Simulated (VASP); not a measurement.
```
CELL_PARAMETERS angstrom
      1.57622    -2.73010     0.00000
      1.57622     2.73010     0.00000
      0.00000     0.00000    12.86931
ATOMIC_POSITIONS crystal
  Mo 0.33333 0.66667 0.25000
  Mo 0.66667 0.33333 0.75000
  S  0.33333 0.66667 0.86939
  S  0.66667 0.33333 0.36939
  S  0.66667 0.33333 0.13061
  S  0.33333 0.66667 0.63061
```

These are r2SCAN meta-GGA, VASP's PBE PAW potentials (set 64) (plane waves; VASP) values and carry that method's errors. Run with 520 eV cut-off, 8×8×2 Γ-centred mesh, Gaussian smearing of 0.050 eV, potentials Mo_sv S.

Problem. The ions and cell shape at fixed volume are relaxed. Which structure does the run end with?

Solution. 
```
CELL_PARAMETERS angstrom
      1.58930    -2.75275     0.00000
      1.58930     2.75275     0.00000
      0.00000     0.00000    12.65838
ATOMIC_POSITIONS crystal
  Mo 0.33333 0.66667 0.25000
  Mo 0.66667 0.33333 0.75000
  S  0.33333 0.66667 0.87271
  S  0.66667 0.33333 0.37271
  S  0.66667 0.33333 0.12729
  S  0.33333 0.66667 0.62729
```
Space group P6_3/mmc (194), at a tolerance of 0.03 Å.

Problem. How much energy does the relaxation gain?

Solution. The energy (σ→0) changes by -7.3 meV/atom, in 7 ionic steps.

The compound is MoS2 in the 2H layered structure. This cell is one point of a volume scan, at 0.97 of the reference volume. Symmetry was kept, so distortions that lower it aren't found.
